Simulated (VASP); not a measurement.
Here is the system:

```
AuCu
1.0
    2.85070     0.00000     0.00000
    0.00000     2.85070     0.00000
    0.00000     0.00000     3.58161
Cu Au
1 1
Direct
  0.50000   0.50000   0.50000
  0.00000   0.00000   0.00000
```

The numbers are results of PBE GGA, VASP's PBE PAW potentials (set 64) (plane waves; VASP), not measurements. Run with 300 eV cut-off, 9×9×8 Γ-centred mesh, Gaussian smearing of 0.10 eV, potentials Cu Au.

Problem. Give the energies of bands 1 to 14 at the high-symmetry points, in eV from the Fermi level.

Solution. 
```csv
band,Γ,X,M,Z,R,A
1,-9.86,-6.80,-7.17,-7.88,-7.03,-6.59
2,-6.62,-5.47,-5.84,-6.31,-6.68,-5.85
3,-6.49,-5.45,-5.84,-5.85,-4.69,-5.85
4,-4.21,-4.68,-5.79,-3.91,-4.33,-3.58
5,-4.21,-4.24,-1.93,-3.91,-3.95,-3.30
6,-3.27,-3.43,-1.89,-3.52,-2.72,-3.30
7,-2.83,-3.07,-1.83,-3.28,-2.06,-3.20
8,-2.18,-3.06,-1.80,-2.96,-1.87,-2.21
9,-1.79,-2.54,-1.44,-2.47,-1.65,-1.92
10,-1.57,-2.32,-1.44,-2.47,-1.60,-1.80
11,-1.57,-1.08,0.33,-2.35,-1.12,5.08
12,2.63,-0.49,0.33,-2.13,-1.11,5.39
13,8.71,9.84,4.63,13.95,2.51,5.39
14,9.40,9.87,6.50,14.22,4.42,5.72
```

It has no gap at this level: it comes out as a metal or semimetal.

The structure comes from a computed database's CuAu entry; how it stands against other phases isn't given here. The cell was not relaxed at this level.
